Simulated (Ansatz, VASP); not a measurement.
# PtS2 in two plane-wave programs, part 2 of 3

One calculation is typed for both programs; each brings its own data sets. How far apart do they land? The cell is taken from a series of runs on this material, whose earlier steps may have relaxed, scaled, displaced or heated it; both programs get it as it stands.

VASP 6.6.1 and Ansatz 0.2.0.

So far: Starting point; Ansatz: zone-centre phonons, PBE with D3(BJ).

### 3. VASP: zone-centre phonons, PBE with D3(BJ)

Level of this step: PBE with D3(BJ); plane waves and PAW (Pt, S) (VASP).

The same cell, functional and mesh now go to VASP, with its own data sets.

Lines of VASP's logs that name or quote its potential files are left out, and so is its time.

Contents of INCAR:

```
SYSTEM = PtS2
PREC = Accurate
ENCUT = 500
EDIFF = 1E-08
NELM = 120
ISMEAR = 0
SIGMA = 0.01
LREAL = .FALSE.
ALGO = Normal
GGA = PE
IVDW = 12
NBANDS = 42
LASPH = .TRUE.
LORBIT = 11
LWAVE = .FALSE.
LCHARG = .FALSE.
ISIF = 2
IBRION = 6
NFREE = 2
POTIM = 0.015
NSW = 1
GGA_COMPAT = .FALSE.
EFERMI = MIDGAP
NELMDL = -8
KPAR = 2
```

Contents of POSCAR:

```
PtS2
1.0
    3.5679580646      0.0000000000      0.0000000000
   -1.7839790323      3.0899423236      0.0000000000
    0.0000000000      0.0000000000     48.7599859200
Pt S
3 6
Direct
    0.0000000000      0.0000000000      0.1955216132
    0.0000000000      0.0000000000      0.2920427422
    0.0000000000      0.0000000000      0.3885638712
    0.3333333333      0.6666666667      0.2202332179
    0.6666666667      0.3333333333      0.1701381197
    0.3333333333      0.6666666667      0.3169657831
    0.6666666667      0.3333333333      0.2671197014
    0.3333333333      0.6666666667      0.4139473648
    0.6666666667      0.3333333333      0.3638522666
```

Contents of KPOINTS:

```
Automatic mesh
0
Gamma
9 9 1
0 0 0
```

The projector-augmented-wave data sets are Pt and S (PBE family, release 64).

On the command line:

```bash
$ mpirun -np 2 vasp_std
```

Log:

```text
[banner, memory and clock lines left out]
running    2 mpi-ranks, on    1 nodes
 distrk:  each k-point on    1 cores,    2 groups
 distr:  one band on    1 cores,    1 groups

 POSCAR found type information on POSCAR PtS
 POSCAR found :  2 types and       9 ions
 LDA part: xc-table for (Slater+PW92), standard interpolation
 POSCAR, INCAR and KPOINTS ok, starting setup
 FFT: planning ... GRIDC
 FFT: planning ... GRID_SOFT
 FFT: planning ... GRID
 WAVECAR not read
 entering main loop
       N       E                     dE             d eps       ncg     rms          rms(c)
DAV:   1     0.535544784756E+03    0.53554E+03   -0.23948E+04  1024   0.118E+03
DAV:   2     0.175399570397E+02   -0.51800E+03   -0.49425E+03  1444   0.236E+02
DAV:   3    -0.478274438148E+02   -0.65367E+02   -0.63844E+02  1236   0.899E+01
DAV:   4    -0.500092071483E+02   -0.21818E+01   -0.21476E+01  1254   0.182E+01
DAV:   5    -0.500816527604E+02   -0.72446E-01   -0.72302E-01  1312   0.322E+00
DAV:   6    -0.500840584150E+02   -0.24057E-02   -0.24047E-02  1328   0.614E-01
DAV:   7    -0.500841460669E+02   -0.87652E-04   -0.87634E-04  1336   0.112E-01
DAV:   8    -0.500841504624E+02   -0.43955E-05   -0.43949E-05  1344   0.235E-02    0.308E+01
DAV:   9    -0.468416529732E+02    0.32425E+01   -0.21714E+01  1078   0.312E+01    0.213E+01
DAV:  10    -0.463109481433E+02    0.53070E+00   -0.59628E+00  1038   0.182E+01    0.750E+00
DAV:  11    -0.461387507757E+02    0.17220E+00   -0.45857E-01  1132   0.422E+00    0.211E+00
DAV:  12    -0.461000640539E+02    0.38687E-01   -0.15305E-01  1146   0.266E+00    0.467E-01
DAV:  13    -0.461017524643E+02   -0.16884E-02   -0.16877E-02  1192   0.621E-01    0.457E-01
DAV:  14    -0.461019935295E+02   -0.24107E-03   -0.87000E-04  1260   0.175E-01    0.269E-01
[...]
DAV:  23    -0.461020620292E+02   -0.90552E-06   -0.91778E-09   854   0.490E-04    0.249E-04
DAV:  24    -0.461020628851E+02   -0.85597E-06   -0.13560E-08   854   0.348E-04    0.551E-04
DAV:  25    -0.461020638001E+02   -0.91496E-06   -0.13119E-08   816   0.379E-04    0.501E-04
DAV:  26    -0.461020643090E+02   -0.50886E-06   -0.29942E-09   826   0.159E-04    0.244E-04
DAV:  27    -0.461020646550E+02   -0.34606E-06   -0.30794E-09   800   0.191E-04    0.154E-04
DAV:  28    -0.461020647629E+02   -0.10792E-06    0.11416E-09   776   0.817E-05    0.491E-05
DAV:  29    -0.461020648026E+02   -0.39657E-07    0.15233E-09   736   0.574E-05    0.146E-05
DAV:  30    -0.461020648102E+02   -0.76025E-08    0.18945E-09   744   0.294E-05
   1 F= -.49582507E+02 E0= -.49582507E+02  d E =0.000000E+00
[... from here on, the cycles between the ionic steps are left out ...]
   2 F= -.49580573E+02 E0= -.49580573E+02  d E =0.000000E+00
  16 F= -.49581921E+02 E0= -.49581921E+02  d E =0.000000E+00
  17 F= -.49580714E+02 E0= -.49580714E+02  d E =0.000000E+00
  18 F= -.49581381E+02 E0= -.49581381E+02  d E =0.000000E+00
  19 F= -.49581381E+02 E0= -.49581381E+02  d E =0.000000E+00
  20 F= -.49580607E+02 E0= -.49580607E+02  d E =0.000000E+00
 Finite differences progress:
  Degree of freedom:  10/ 10
  Displacement:        1/  2
  Total:              19/ 20
 bond charge predicted
       N       E                     dE             d eps       ncg     rms          rms(c)
DAV:   1    -0.460989892386E+02    0.89513E-03   -0.93923E-01  1008   0.338E+00    0.662E-01
DAV:   2    -0.461017260556E+02   -0.27368E-02   -0.33862E-02  1166   0.785E-01    0.253E-01
DAV:   3    -0.461017110056E+02    0.15050E-04   -0.78783E-04  1212   0.171E-01    0.150E-01
DAV:   4    -0.461017021024E+02    0.89032E-05   -0.14156E-04  1216   0.838E-02    0.674E-02
DAV:   5    -0.461016982911E+02    0.38113E-05   -0.63323E-05  1214   0.728E-02    0.166E-02
DAV:   6    -0.461016974803E+02    0.81084E-06   -0.11901E-05  1184   0.313E-02    0.175E-02
DAV:   7    -0.461016972083E+02    0.27198E-06   -0.30575E-06  1178   0.137E-02    0.106E-02
DAV:   8    -0.461016971136E+02    0.94693E-07   -0.15493E-06  1214   0.863E-03    0.156E-03
DAV:   9    -0.461016971587E+02   -0.45089E-07   -0.34726E-07  1232   0.253E-03    0.164E-03
DAV:  10    -0.461016971888E+02   -0.30100E-07   -0.20788E-08   904   0.118E-03    0.115E-03
DAV:  11    -0.461016972195E+02   -0.30659E-07   -0.14262E-08   748   0.639E-04    0.465E-04
DAV:  12    -0.461016972735E+02   -0.54014E-07   -0.54478E-09   752   0.419E-04    0.103E-04
DAV:  13    -0.461016973075E+02   -0.34068E-07    0.26211E-10   778   0.260E-04    0.120E-04
DAV:  14    -0.461016973262E+02   -0.18683E-07    0.15945E-09   738   0.104E-04    0.752E-05
DAV:  15    -0.461016973474E+02   -0.21154E-07    0.17289E-09   674   0.643E-05    0.393E-05
DAV:  16    -0.461016973751E+02   -0.27708E-07    0.15762E-09   702   0.501E-05    0.151E-05
DAV:  17    -0.461016973979E+02   -0.22792E-07    0.14719E-09   698   0.429E-05    0.139E-05
DAV:  18    -0.461016974096E+02   -0.11733E-07    0.16805E-09   708   0.300E-05    0.860E-06
DAV:  19    -0.461016974220E+02   -0.12392E-07    0.14842E-09   660   0.347E-05    0.475E-06
DAV:  20    -0.461016974263E+02   -0.42601E-08    0.18067E-09   720   0.238E-05
  21 F= -.49581857E+02 E0= -.49581857E+02  d E =0.000000E+00
 Finite differences progress:
  Degree of freedom:  10/ 10
  Displacement:        2/  2
  Total:              20/ 20
```

(Continued in part 3 of 3.)

[Lines on the potential files, build, host, timing and source positions are cut from VASP's logs without a mark.]

[Logs are printed without paths, hosts, clocks, repeated set-up lines and the standing remarks that a program may print on its own settings, such as how far it seeks lower states.]

[Hosts, paths, dates, database ids (printed as entryN), source tags and the programs' standing remarks are cut or masked in the printed files.]
